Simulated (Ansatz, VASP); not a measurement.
## Si3Ge2Pt in VASP and in Ansatz

```xyz
6
Lattice="4.7458 0.0000 0.0000 -2.3729 4.1100 0.0000 0.0000 0.0000 9.2404" Properties=species:S:1:pos:R:3 pbc="T T T"
Si    0.0000    0.0000    7.0110
Si    0.0000    0.0000    2.2295
Si    0.0000    0.0000    0.0000
Ge    0.0000    2.7400    4.6202
Ge    2.3729    1.3700    4.6202
Pt    0.0000    0.0000    4.6202
```

Alike in both runs: functional PBE; k mesh 6 × 6 × 2; occupations gaussian, width 0.1 eV; no spin polarisation.

Ansatz relaxed the structure, and its values are those at the end. VASP's run is a single point on that final structure, the one shown.

```csv
,VASP,Ansatz
version,VASP 6.6.1,Ansatz 0.2.0
potentials or method,"VASP PAW PBE potentials, release 64 (Si, Ge_d, Pt)","scalar-relativistic, plane waves, PAW"
plane-wave cutoff (eV),520,420
valence electrons in the cell,50,58
```

```csv
,VASP,Ansatz,Ansatz less VASP
gap on the k mesh at the Fermi level (eV),none,none,-
pressure (GPa),0.0,0.0,+0.03
rms of the force components (eV/Å),0.007,0.005,-0.0022
```

A gap of «none» marks a metal or a gap that the smearing closes. The functional is the same, so the differences come from potentials, cutoffs and numerics. The two sets of potentials don't hold the same shells in valence.

Spin-orbit coupling is left out, which matters for the levels of Pt.
